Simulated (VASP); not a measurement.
An input for Quantum ESPRESSO's pw.x (written as the equivalent of a VASP run, and not itself run):

```
&CONTROL
  calculation = 'relax'
  pseudo_dir = './pseudo'
  outdir = './out'
  tprnfor = .true.
  tstress = .true.
  nstep = 30
  forc_conv_thr = 0.00039
/
&SYSTEM
  ibrav = 0
  nat = 2
  ntyp = 2
  ecutwfc = 86
  occupations = 'smearing'
  smearing = 'gaussian'
  degauss = 0.003675
  input_dft = 'pbesol'
/
&ELECTRONS
  conv_thr = 7.3e-09
  electron_maxstep = 100
/
&IONS
/
ATOMIC_SPECIES
  Mg 24.305 Mg.upf
  Se 78.971 Se.upf
CELL_PARAMETERS angstrom
     0.0000000    2.7238225    2.7102033
     2.7238225    0.0000000    2.7102033
     2.7238225    2.7238225    0.0000000
ATOMIC_POSITIONS crystal
  Mg   0.0000000  0.0000000  0.0000000
  Se   0.5000000  0.5000000  0.5000000
K_POINTS automatic
  8 8 8 0 0 0
```

Task: Translate this input to VASP (INCAR, KPOINTS, POSCAR, choice of POTCAR).

Result: One answer among several that fit: 
**KPOINTS**
```
Automatic mesh
0
Gamma
8 8 8
0 0 0
```

**POSCAR**
```
MgSe
1
    0.0000000000     2.7238224524     2.7102033401
    2.7238224524     0.0000000000     2.7102033401
    2.7238224524     2.7238224524     0.0000000000
Mg Se
1 1
Direct
  0.0000000000   0.0000000000   0.0000000000
  0.5000000000   0.5000000000   0.5000000000
```

INCAR:
```
EDIFF = 1E-7   ! SCF stop (eV)
GGA = PS   ! PBEsol
ISIF = 2   ! forces and stress, cell fixed
LREAL = .FALSE.
SIGMA = 0.05   ! width (eV)
LWAVE = .FALSE.
EDIFFG = -0.01   ! ionic stop
SYSTEM = MgSe
PREC = Accurate
ENCUT = 480   ! plane-wave cut-off (eV)
LASPH = .TRUE.   ! aspherical one-centre terms
NELM = 100
IBRION = 2   ! conjugate gradients
ALGO = Normal
LCHARG = .FALSE.
NSW = 30   ! most ionic steps
LMAXMIX = 4   ! l cut-off of mixed one-centre charges
ISMEAR = 0   ! Gaussian
```

POTCAR, in this order: Mg Se (PBE.64 set). Program: vasp_std.

What does not carry over: the potentials are each code's own (VASP's PAW set, PseudoDojo norm-conserving files in pw.x), so ENCUT and ecutwfc are chosen apart and not converted; conv_thr bounds pw.x's estimated SCF error, while EDIFF bounds the energy change between steps; forc_conv_thr acts on force components and is met together with etot_conv_thr.

The compound is MgSe in the rock salt structure. This cell was strained or had an atom moved on purpose.
